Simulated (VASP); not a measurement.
OSZICAR of a VASP run on PtAl2 (fluorite):

**OSZICAR**
```
       N       E                     dE             d eps       ncg     rms          rms(c)
DAV:   1     0.502508791383E+02    0.50251E+02   -0.64579E+03   712   0.106E+03
DAV:   2    -0.150323428565E+02   -0.65283E+02   -0.58651E+02   804   0.187E+02
DAV:   3    -0.167328112044E+02   -0.17005E+01   -0.16829E+01   896   0.303E+01
DAV:   4    -0.167479973514E+02   -0.15186E-01   -0.15182E-01   820   0.336E+00
DAV:   5    -0.167482249866E+02   -0.22764E-03   -0.22763E-03   884   0.434E-01    0.934E+00
DAV:   6    -0.162632906759E+02    0.48493E+00   -0.24758E+00   792   0.156E+01    0.242E+00
DAV:   7    -0.161845723754E+02    0.78718E-01   -0.17526E-01   760   0.437E+00    0.180E+00
DAV:   8    -0.161540676206E+02    0.30505E-01   -0.27858E-02   808   0.168E+00    0.248E-01
DAV:   9    -0.161540675457E+02    0.74943E-07   -0.18653E-03   820   0.429E-01    0.162E-01
DAV:  10    -0.161541976214E+02   -0.13008E-03   -0.31918E-04   768   0.153E-01    0.167E-02
DAV:  11    -0.161541948749E+02    0.27465E-05   -0.15283E-05   836   0.421E-02    0.767E-03
DAV:  12    -0.161541962710E+02   -0.13961E-05   -0.45603E-06   756   0.167E-02    0.245E-03
DAV:  13    -0.161541962109E+02    0.60019E-07   -0.62429E-07   844   0.819E-03
   1 F= -.16154196E+02 E0= -.16154532E+02  d E =0.100837E-02
```

### Question
Which electronic solver shows in the log?

### Answer
It is blocked Davidson (ALGO = Normal, or the opening steps of other solvers). The INCAR had ALGO = Normal.

### Question
Can the final energy be trusted as converged?

### Answer
The calculation finished and met its thresholds. It stopped with EDIFF = 1E-7, NELM = 100 (PBE GGA, plane waves, VASP's PBE PAW potentials (set 64)).

The compound is PtAl2 in the fluorite structure. This cell was strained or had an atom moved on purpose.
